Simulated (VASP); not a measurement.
All values below come from r2SCAN+rVV10, VASP's PBE PAW potentials (set 64) (plane waves; VASP 6.6.1).

A VASP calculation is set up with these files.

KPOINTS:
```
Automatic mesh
0
gamma
8 8 8
0 0 0
```

File POSCAR:
```
InP
1
    0.0000000000     2.9124667399     2.9124667399
    2.9124667399     0.0000000000     2.9124667399
    2.9124667399     2.9124667399     0.0000000000
In P
1 1
Direct
  0.0000000000   0.0000000000   0.0000000000
  0.2500000000   0.2500000000   0.2500000000
```

**INCAR**
```
SYSTEM = InP
ALGO = Normal
SIGMA = 0.05
LMAXMIX = 4   ! l cut-off of mixed one-centre charges
LREAL = .False.
PREC = Accurate
BPARAM = 11.95
LWAVE = .False.
NELM = 100
EDIFF = 1E-7
ISMEAR = 0
ENCUT = 520   ! plane-wave cut-off (eV)
CPARAM = 0.0093
METAGGA = R2SCAN
LCHARG = .False.
LUSE_VDW = .True.
LMIXTAU = .True.
ISIF = 2   ! forces and stress, cell fixed
LASPH = .True.   ! aspherical one-centre terms
```

POTCAR, in this order: In_d P (PBE.64 set). Program: vasp_std.

The run wrote:

### OSZICAR
```
       N       E                     dE             d eps       ncg     rms          rms(c)
DAV:   1     0.898192386800E+02    0.89819E+02   -0.87302E+03   754   0.156E+03
DAV:   2    -0.267324782123E+02   -0.11655E+03   -0.11271E+03   774   0.346E+02
DAV:   3    -0.351660647077E+02   -0.84336E+01   -0.83746E+01   992   0.952E+01
DAV:   4    -0.353956271800E+02   -0.22956E+00   -0.22940E+00   928   0.166E+01
DAV:   5    -0.354071316757E+02   -0.11504E-01   -0.11504E-01  1147   0.324E+00    0.782E+00
DAV:   6    -0.317972858897E+02    0.36098E+01   -0.22480E+00   899   0.398E+01    0.417E+00
DAV:   7    -0.318251774553E+02   -0.27892E-01   -0.67896E-01   859   0.128E+01    0.251E+00
DAV:   8    -0.317361286808E+02    0.89049E-01   -0.31487E-01   764   0.812E+00    0.134E+00
DAV:   9    -0.317630901584E+02   -0.26961E-01   -0.34096E-01   759   0.684E+00    0.611E-01
DAV:  10    -0.317042609292E+02    0.58829E-01   -0.75528E-02   754   0.328E+00    0.187E-01
DAV:  11    -0.317995436751E+02   -0.95283E-01   -0.55024E-02   754   0.244E+00    0.120E-01
DAV:  12    -0.317976011559E+02    0.19425E-02   -0.23496E-03   979   0.610E-01    0.800E-02
DAV:  13    -0.317995942536E+02   -0.19931E-02   -0.25341E-03   764   0.575E-01    0.735E-02
DAV:  14    -0.317995735071E+02    0.20747E-04   -0.45926E-05   984   0.839E-02    0.579E-02
DAV:  15    -0.317993847533E+02    0.18875E-03   -0.72181E-04   759   0.337E-01    0.108E-01
DAV:  16    -0.317995935082E+02   -0.20875E-03   -0.72218E-04   764   0.574E-01    0.512E-01
DAV:  17    -0.317997625934E+02   -0.16909E-03   -0.16419E-04   844   0.271E-01    0.119E-01
DAV:  18    -0.317997604828E+02    0.21107E-05   -0.24366E-05   834   0.749E-02    0.512E-02
DAV:  19    -0.317997721870E+02   -0.11704E-04   -0.12969E-05   779   0.522E-02    0.866E-03
DAV:  20    -0.317997779809E+02   -0.57939E-05   -0.65336E-06   774   0.414E-02    0.216E-02
DAV:  21    -0.317997779974E+02   -0.16477E-07   -0.14561E-07   692   0.888E-03
   1 F= -.31799778E+02 E0= -.31799778E+02  d E =-.433459E-17
```

**OUTCAR**
```
------------------------ aborting loop because EDIFF is reached ----------------------------------------
  FORCE on cell =-STRESS in cart. coord.  units (eV):
  Direction    XX          YY          ZZ          XY          YZ          ZX
  --------------------------------------------------------------------------------------
  Total        0.7115560      0.7115560      0.7115560      0.0000000      0.0000000      0.0000000
  in kB       23.0731435     23.0731435     23.0731435      0.0000000      0.0000000      0.0000000
  external PRESSURE =      23.0731435 kB  Pullay stress =       0.0000000 kB
  volume of cell :       49.41
      direct lattice vectors                 reciprocal lattice vectors
     0.000000000  2.912466740  2.912466740    -0.171675780  0.171675780  0.171675780
     2.912466740  0.000000000  2.912466740     0.171675780 -0.171675780  0.171675780
     2.912466740  2.912466740  0.000000000     0.171675780  0.171675780 -0.171675780
  FREE ENERGIE OF THE ION-ELECTRON SYSTEM (eV)
  ---------------------------------------------------
  free  energy   TOTEN  =       -31.7997779974 eV

  energy  without entropy=      -31.7997779974  energy(sigma->0) =      -31.79977800
```
(Selected blocks of OUTCAR.)

The compound is InP in the zinc blende structure. This cell is one point of a volume scan, at 0.97 of the reference volume.
